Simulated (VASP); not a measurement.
An input for Quantum ESPRESSO's pw.x (written as the equivalent of a VASP run, and not itself run):

```
&CONTROL
  calculation = 'scf'
  pseudo_dir = './pseudo'
  outdir = './out'
  tprnfor = .true.
  tstress = .true.
/
&SYSTEM
  ibrav = 0
  nat = 2
  ntyp = 2
  ecutwfc = 86
  occupations = 'tetrahedra'
  input_dft = 'pbesol'
/
&ELECTRONS
  conv_thr = 7.3e-09
  electron_maxstep = 100
/
ATOMIC_SPECIES
  Tl 204.380 Tl.upf
  Se 78.971 Se.upf
CELL_PARAMETERS angstrom
     3.6553058    0.0000000    0.0000000
     0.0000000    3.6553058    0.0000000
     0.0000000    0.0000000    3.6553058
ATOMIC_POSITIONS crystal
  Tl   0.5000000  0.5000000  0.5000000
  Se   0.0000000  0.0000000  0.0000000
K_POINTS automatic
  11 11 11 0 0 0
```

Q: Translate this input to VASP (INCAR, KPOINTS, POSCAR, choice of POTCAR).

A: This is not unique; one that fits is 
POSCAR:
```
TlSe
1
    3.6553058089     0.0000000000     0.0000000000
    0.0000000000     3.6553058089     0.0000000000
    0.0000000000     0.0000000000     3.6553058089
Tl Se
1 1
Direct
  0.5000000000   0.5000000000   0.5000000000
  0.0000000000   0.0000000000   0.0000000000
```

File KPOINTS:
```
Automatic mesh
0
Gamma
11 11 11
0 0 0
```

**INCAR**
```
NEDOS  =  601   # DOS grid
LORBIT  =  11   # lm-projected
LMAXMIX  =  4   # l cut-off of mixed one-centre charges
NELM  =  100   # most electronic steps
ISMEAR  =  -5
LASPH  =  T   # aspherical one-centre terms
LWAVE  =  F
EDIFF  =  1E-7   # SCF stop (eV)
SYSTEM  =  TlSe
ENCUT  =  400   # plane-wave cut-off (eV)
LREAL  =  F   # projection in real space or not
ISIF  =  2   # forces and stress, cell fixed
LCHARG  =  T
PREC  =  Accurate
GGA  =  PS   # PBEsol
ALGO  =  Normal   # blocked Davidson
```

POTCAR, in this order: Tl_d Se (PBE.64 set). Program: vasp_std.

What does not carry over: the potentials are each code's own (VASP's PAW set, PseudoDojo norm-conserving files in pw.x), so ENCUT and ecutwfc are chosen apart and not converted; conv_thr bounds pw.x's estimated SCF error, while EDIFF bounds the energy change between steps.

The structure comes from a computed database's TlSe entry (Pm-3m); how it stands against other phases isn't given here. It was relaxed first, which changed the volume by -8 %.
